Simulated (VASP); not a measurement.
A convergence study with VASP on Mg2Si (antifluorite): one setting is varied, all else stays as given below, so the limit is that of these other settings. ε∞ is the independent-particle value.

```yaml
crystal:
  lattice:
    - [0.00000, 3.17500, 3.17500]
    - [3.17500, 0.00000, 3.17500]
    - [3.17500, 3.17500, 0.00000]
  atoms:
    - { symbol: Mg, position: [0.25000, 0.25000, 0.25000] }
    - { symbol: Mg, position: [0.75000, 0.75000, 0.75000] }
    - { symbol: Si, position: [0.00000, 0.00000, 0.00000] }
```

Computed with PBE GGA, VASP's PBE PAW potentials (set 64) (plane waves; VASP). The tightest run used: 550 eV cut-off, 5×5×5 Γ-centred mesh, Gaussian smearing of 0.050 eV, potentials Mg Si.

The settings run are NBANDS = 5; NBANDS = 6; NBANDS = 8; NBANDS = 12; NBANDS = 20; NBANDS = 36; NBANDS = 68; NBANDS = 132. From which on does the mean ε∞ stay within 0.05  of the tightest run?

From NBANDS = 12 on: it is off by 0.04 there and by no more than 0.05 in any finer run, while NBANDS = 8 is off by 0.32.
```tsv
setting	mean ε∞	bands	difference judged ()
NBANDS = 5	20.57	5	4.81
NBANDS = 6	23.44	6	1.94
NBANDS = 8	25.07	8	0.32
NBANDS = 12	25.34	12	0.04
NBANDS = 20	25.36	20	0.02
NBANDS = 36	25.37	36	0.02
NBANDS = 68	25.37	68	0.01
NBANDS = 132	25.38	132	0.00
```

Left out are rungs that failed or repeat a setting and relaxations that didn't move; long series are thinned to 24 rows.

The compound is Mg2Si in the antifluorite structure. The cell was not relaxed at this level.
